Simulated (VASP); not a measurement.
# YGe2Rh2 (lda) (I4/mmm) in VASP: single point with LDA

Aim: the single point of YGe2Rh2 (lda) with LDA.

Program: VASP 6.6.1. These are calculated values, not measurements. Logs are shortened: lines on timing, memory, paths and dates and some standing lists are left out, and cuts for length are marked.

**1. Starting point**

Symmetry: I4/mmm, No. 139, tetragonal system. Conventional cell: a = 4.103 Å, b = 4.103 Å, c = 10.207 Å, α = 90.00°, β = 90.00°, γ = 90.00°. Around Y (site symmetry 4/mmm) lie 8 Ge at 3.16 Å and 8 Rh at 3.27 Å. Around Ge (site symmetry 4mm) lie 4 Rh at 2.43 Å and 1 Ge at 2.49 Å. Around Rh (site symmetry -4m2) lie 4 Ge at 2.43 Å.

**2. Single point, LDA**

File INCAR:

```
SYSTEM = YGe2Rh2
PREC     = Accurate       ! precision mode
ENCUT    = 520            ! plane-wave cutoff, eV
EDIFF    = 1E-7           ! SCF threshold, eV
ISMEAR   = 0              ! smearing method
SIGMA    = 0.1            ! smearing width, eV
LREAL    = .FALSE.        ! projectors in reciprocal space
LASPH    = .TRUE.         ! aspherical terms in the spheres
NELM     = 100            ! most SCF steps
ALGO     = Fast           ! electronic algorithm
ISIF     = 2              ! what is computed and relaxed
LWAVE    = .FALSE.        ! write WAVECAR
LCHARG   = .TRUE.         ! write CHGCAR
LELF     = .TRUE.         ! ELF
LVHAR    = .TRUE.       
NBANDS   = 42             ! bands
```

File KPOINTS:

```
regular mesh
0
G
  6 6 6
  0 0 0
```

File POSCAR:

```
YGe2Rh2
1.0
   -2.0515000000      2.0515000000      5.1035000000
    2.0515000000     -2.0515000000      5.1035000000
    2.0515000000      2.0515000000     -5.1035000000
Y Ge Rh
1 2 2
Direct
    0.0000000000      0.0000000000      0.0000000000
    0.3780000000      0.3780000000      0.0000000000
    0.6220000000      0.6220000000      0.0000000000
    0.7500000000      0.2500000000      0.5000000000
    0.2500000000      0.7500000000      0.5000000000
```

Potentials or basis: VASP PAW LDA potentials, release 64 (Y_sv, Ge_d, Rh_pv).

Run with:

```sh
$ cat potpaw_LDA.64/Y_sv/POTCAR potpaw_LDA.64/Ge_d/POTCAR potpaw_LDA.64/Rh_pv/POTCAR > POTCAR
$ mpirun -np 1 vasp_std > vasp.out
```

OUTCAR:

```text
SYSTEM = YGe2Rh2
   PREC = Accurate
   ENCUT = 520
   EDIFF = 1E-7
   ISMEAR = 0
   LREAL = .FALSE.
   LASPH = .TRUE.
   NELM = 100
   ISIF = 2

 ion  position               nearest neighbor table
   1  0.000  0.000  0.000-   2 3.16   3 3.16   3 3.16   3 3.16   3 3.16   2 3.16   2 3.16   2 3.16
                             5 3.27   4 3.27   5 3.27   4 3.27   4 3.27   4 3.27   5 3.27   5 3.27
   2  0.378  0.378  0.000-   4 2.43   5 2.43   5 2.43   4 2.43   3 2.49   1 3.16   1 3.16   1 3.16
                             1 3.16
   3  0.622  0.622  0.000-   5 2.43   4 2.43   4 2.43   5 2.43   2 2.49   1 3.16   1 3.16   1 3.16
                             1 3.16
   4  0.750  0.250  0.500-   2 2.43   3 2.43   2 2.43   3 2.43   5 2.90   5 2.90   5 2.90   5 2.90
                             1 3.27   1 3.27   1 3.27   1 3.27
   5  0.250  0.750  0.500-   2 2.43   3 2.43   2 2.43   3 2.43   4 2.90   4 2.90   4 2.90   4 2.90
                             1 3.27   1 3.27   1 3.27   1 3.27

  LATTYP: Found a body centered tetragonal cell.
 ALAT       =     4.1030000000
 C/A-ratio  =     2.4876919327

  Lattice vectors:

 A1 = (  -2.0515000000,   2.0515000000,   5.1035000000)
 A2 = (   2.0515000000,  -2.0515000000,   5.1035000000)
 A3 = (   2.0515000000,   2.0515000000,  -5.1035000000)

Analysis of symmetry for initial positions (statically):
=====================================================================
 Subroutine PRICEL returns:
 Original cell was already a primitive cell.

 Routine SETGRP: Setting up the symmetry group for a
 body centered tetragonal supercell.

 Subroutine GETGRP returns: Found 16 space group operations
 (whereof 16 operations were pure point group operations)
 out of a pool of 16 trial point group operations.

The static configuration has the point symmetry D_4h.

Analysis of symmetry for dynamics (positions and initial velocities):
=====================================================================
 Subroutine PRICEL returns:
 Original cell was already a primitive cell.

 Routine SETGRP: Setting up the symmetry group for a
 body centered tetragonal supercell.

 Subroutine GETGRP returns: Found 16 space group operations
 (whereof 16 operations were pure point group operations)
 out of a pool of 16 trial point group operations.

The dynamic configuration has the point symmetry D_4h.

 Subroutine INISYM returns: Found 16 space group operations
 (whereof 16 operations are pure point group operations),
 and found     1 'primitive' translations

----------------------------------------------------------------------------------------

                                     Primitive cell

  volume of cell :      85.9154

  direct lattice vectors                    reciprocal lattice vectors
    -2.051500000  2.051500000  5.103500000     0.000000000  0.243724104  0.097971980
     2.051500000 -2.051500000  5.103500000     0.243724104  0.000000000  0.097971980
     2.051500000  2.051500000 -5.103500000     0.243724104  0.243724104  0.000000000

  length of vectors
     5.870520995  5.870520995  5.870520995     0.262678412  0.262678412  0.344677934

  position of ions in fractional coordinates (direct lattice)
     0.000000000  0.000000000  0.000000000
     0.378000000  0.378000000  0.000000000
     0.622000000  0.622000000  0.000000000
     0.750000000  0.250000000  0.500000000
     0.250000000  0.750000000  0.500000000

  ion indices of the primitive-cell ions
   primitive index   ion index
                 1           1
                 2           2
                 3           3
                 4           4
                 5           5

----------------------------------------------------------------------------------------

 KPOINTS: regular mesh

Automatic generation of k-mesh.
 Grid dimensions read from file:
 generate k-points for:    6    6    6

 Generating k-lattice:

  Cartesian coordinates                     Fractional coordinates (reciprocal lattice)
     0.000000000  0.040620684  0.016328663     0.166666667  0.000000000  0.000000000
     0.040620684  0.000000000  0.016328663     0.000000000  0.166666667  0.000000000
     0.040620684  0.040620684  0.000000000     0.000000000  0.000000000  0.166666667

  Length of vectors
     0.043779735  0.043779735  0.057446322

  Shift w.r.t. Gamma in fractional coordinates (k-lattice)
     0.000000000  0.000000000  0.000000000

 Subroutine IBZKPT returns following result:
 ===========================================

 Found     30 irreducible k-points:

 Following reciprocal coordinates:
            Coordinates               Weight
  0.000000  0.000000  0.000000      1.000000
  0.166667  0.000000  0.000000      8.000000
  0.333333  0.000000 -0.000000      8.000000
  0.500000  0.000000 -0.000000      4.000000
  0.166667  0.166667 -0.000000      8.000000
  0.333333  0.166667 -0.000000     16.000000
[... 16 lines left out ...]
 -0.333333 -0.333333  0.166667      8.000000
 -0.166667 -0.333333  0.166667      8.000000
 [... further k-points ...]
   k-points           NKPTS =     30   k-points in BZ     NKDIM =     30   number of bands    NBANDS=     42
   number of dos      NEDOS =    301   number of ions     NIONS =      5
   total plane-waves  NPLWV = 110592
   dimension x,y,z NGX =    48 NGY =   48 NGZ =   48
   dimension x,y,z NGXF=    96 NGYF=   96 NGZF=   96
   ions per type =               1   2   2
   NGX,Y,Z   is equivalent  to a cutoff of  13.59, 13.59, 13.59 a.u.
   NGXF,Y,Z  is equivalent  to a cutoff of  27.19, 27.19, 27.19 a.u.
 SYSTEM =  YGe2Rh2
   PREC   = accura    normal or accurate (medium, high low for compatibility)
   ISTART =      0    job   : 0-new  1-cont  2-samecut
   ICHARG =      2    charge: 1-file 2-atom 10-const
   ISPIN  =      1    spin polarized calculation?
   LNONCOLLINEAR =      F non collinear calculations
   LSORBIT =      F    spin-orbit coupling
   LASPH  =      T    aspherical Exc in radial PAW
   ENCUT  =  520.0 eV  38.22 Ry    6.18 a.u.  10.92 10.92 10.92*2*pi/ulx,y,z
   NELM   =    100;   NELMIN=  2; NELMDL= -5     # of ELM steps
   EDIFF  = 0.1E-06   stopping-criterion for ELM
   LREAL  =      F    real-space projection
   EDIFFG = 0.1E-05   stopping-criterion for IOM
   NSW    =      0    number of steps for IOM
   IBRION =     -1    ionic relax: 0-MD 1-quasi-New 2-CG
   NFREE  =      0    steps in history (QN), initial steepest desc. (CG)
   ISIF   =      2    stress and relaxation
   ISYM   =      2    0-nonsym 1-usesym 2-fastsym
   POTIM  = 0.5000    time-step for ionic-motion
   TEBEG  =    0.0;   TEEND  =   0.0 temperature during run
   PSTRESS=    0.0 pullay stress
   NELECT =      69.0000    total number of electrons
   NUPDOWN=      -1.0000    fix difference up-down
   EMIN   =  10.00;   EMAX   =-10.00  energy-range for DOS
   EFERMI =   0.00;   METHOD = LEGACY
   ISMEAR =     0;   SIGMA  =   0.10  broadening in eV -4-tet -1-fermi 0-gaus
   EFERMI_NEDOS =   21; number of points for ismear=-14 and -15
   IALGO  =     68    algorithm
   IMIX   =      4    mixing-type and parameters
     AMIX     =   0.40;   BMIX     =  1.00
     AMIX_MAG =   1.60;   BMIX_MAG =  1.00
  volume/ion in A,a.u.               =      17.18       115.96
  Fermi-wavevector in a.u.,A,eV,Ry     =   1.521718  2.875630 31.505995  2.315625
  Thomas-Fermi vector in A             =   2.630395
   LORBIT       =      0    0 simple, 1 ext, 2 COOP (PROOUT), +10 PAW based schemes
   GGA     = CA    functional components
   LHFCALC =     F    Hartree Fock is set to
   AEXX    =    0.0000 exact exchange contribution
   IVDW    =     0    specifies the selected vdW correction
   LEPSILON=     F    determine dielectric tensor
   LRPA    =     F    only Hartree local field effects (RPA)
 non-spin polarized calculation
 RMM-DIIS sequential band-by-band and
 Gauss-broadening in eV      SIGMA  =   0.10
  energy-cutoff  :      520.00
  volume of cell :       85.92
 maximum number of plane-waves:      2339
 NGX is ok and might be reduce to    48
   NGX = 21   NGY = 21   NGZ = 21

 number of electron      69.0000003 magnetization

 Free energy of the ion-electron system (eV)
  ---------------------------------------------------
  ext. energy  EPLUGINS =         0.00000000
  ---------------------------------------------------
  free energy    TOTEN  =       -39.41065452 eV

  energy without entropy =      -39.40040919  energy(sigma->0) =      -39.40553186

 E-fermi :   8.0606     XC(G=0): -12.4079

 val. band max:        8.0516505035   @ k =   0.3333   0.1667  -0.0000
 cond. band min:       8.1041670259   @ k =   0.5000   0.5000   0.5000
 fundamental gap:      0.0525165225
 Fermi energy:         8.0605978341

 k-point     1 :       0.0000    0.0000    0.0000
  band No.  band energies     occupation
      1     -38.4089      2.00000
      2     -38.4089      2.00000
      3     -38.2380      2.00000
      4     -38.2366      2.00000
      5     -38.2366      2.00000
      6     -38.1986      2.00000
[... 34 lines left out ...]
     41      11.6910      0.00000
     42      13.4722      0.00000

 k-point     2 :       0.1667    0.0000    0.0000
  band No.  band energies     occupation
      1     -38.3983      2.00000
      2     -38.3975      2.00000
      3     -38.2491      2.00000
      4     -38.2482      2.00000
      5     -38.2353      2.00000
      6     -38.2011      2.00000
[... 34 lines left out ...]
     41      12.2852      0.00000
     42      12.9012      0.00000

 k-point     3 :       0.3333    0.0000   -0.0000
  band No.  band energies     occupation
      1     -38.3686      2.00000
      2     -38.3661      2.00000
      3     -38.2825      2.00000
      4     -38.2800      2.00000
      5     -38.2278      2.00000
      6     -38.2081      2.00000
[... 897 lines left out ...]
      4     -38.2333      2.00000
      5     -38.2324      2.00000
      6     -38.2032      2.00000
[... 34 lines left out ...]
     41      12.1467      0.00000
     42      13.2119      0.00000

 k-point    24 :      -0.1667   -0.3333    0.1667
  band No.  band energies     occupation
      1     -38.3983      2.00000
      2     -38.3975      2.00000
      3     -38.2491      2.00000
      4     -38.2482      2.00000
      5     -38.2356      2.00000
      6     -38.2011      2.00000
[... 34 lines left out ...]
     41      12.3513      0.00000
     42      12.8958      0.00000

 [... further k-points ...]

------------------------ aborting loop because EDIFF is reached ----------------------------------------

  FORCE on cell =-STRESS in cart. coord.  units (eV):
  Direction    XX          YY          ZZ          XY          YZ          ZX
  --------------------------------------------------------------------------------------
  -------------------------------------------------------------------------------------
  Total       -2.3726774     -2.3726774     -1.9727977      0.0000000      0.0000000      0.0000000
  in kB      -44.2464182    -44.2464182    -36.7893384      0.0000000      0.0000000      0.0000000
  external PRESSURE =     -41.7607249 kB  Pullay stress =       0.0000000 kB

 VOLUME and BASIS-vectors are now :
 -----------------------------------------------------------------------------
  energy-cutoff  :      520.00
  volume of cell :       85.92
      direct lattice vectors                 reciprocal lattice vectors
    -2.051500000  2.051500000  5.103500000     0.000000000  0.243724104  0.097971980
     2.051500000 -2.051500000  5.103500000     0.243724104  0.000000000  0.097971980
     2.051500000  2.051500000 -5.103500000     0.243724104  0.243724104  0.000000000

 POSITION                                       TOTAL-FORCE (eV/Angst)
 -----------------------------------------------------------------------------------
      0.00000      0.00000      0.00000        -0.000000     -0.000000      0.000000
      0.00000      0.00000      3.85825         0.000000      0.000000     -0.120313
      0.00000      0.00000      6.34875        -0.000000     -0.000000      0.120313
      0.00000      2.05150      2.55175        -0.000000     -0.000000      0.000000
      2.05150      0.00000      2.55175        -0.000000     -0.000000      0.000000
 -----------------------------------------------------------------------------------
    total drift:                                0.000000     -0.000000      0.000000

  FREE ENERGIE OF THE ION-ELECTRON SYSTEM (eV)
  ---------------------------------------------------
  free  energy   TOTEN  =       -39.4106545209 eV

  energy  without entropy=      -39.4004091949  energy(sigma->0) =      -39.40553186
```

Wall time 5.5 min (1 thread of Intel Xeon 6975P-C (Granite Rapids), shared host); peak memory 0.33 GiB.

Results:

| Item | Value |
| --- | --- |
| Free energy | -39.4107 eV |
| Pressure | -4.2 GPa |
| Largest force | 0.120 eV/Å |
| Band gap on the k mesh | none (metal or under the smearing width) |

Forces on the atoms (eV/Å):
```
Y    0.000  0.000  0.000
Ge   0.000  0.000 -0.120
Ge   0.000  0.000  0.120
Rh   0.000  0.000  0.000
Rh   0.000  0.000  0.000
```

Stress tensor (GPa, compression positive):
```
-4.42  0.00  0.00
 0.00 -4.42  0.00
 0.00  0.00 -3.68
```

Levels at points of the mesh, in eV from the Fermi level:
```csv
k point,band 31,band 32,band 33,band 34,band 35,band 36,band 37,band 38,band 39,band 40
"(0.00, 0.00, 0.00)",-1.73,-1.11,-0.89,-0.89,-0.44,-0.04,2.33,2.33,2.51,3.19
"(0.50, 0.00, 0.00)",-2.49,-2.47,-2.08,-1.34,-0.03,1.74,2.09,2.74,3.20,3.62
"(0.50, 0.50, 0.00)",-2.67,-1.62,-1.59,-1.58,-1.41,0.43,0.70,2.97,3.53,3.95
"(0.50, 0.50, 0.50)",-1.11,-0.49,-0.49,-0.04,0.04,1.22,2.32,3.09,3.12,3.12
```

Caveat: the k mesh is coarse (spacing up to 0.36 Å⁻¹), so the values aren't converged.
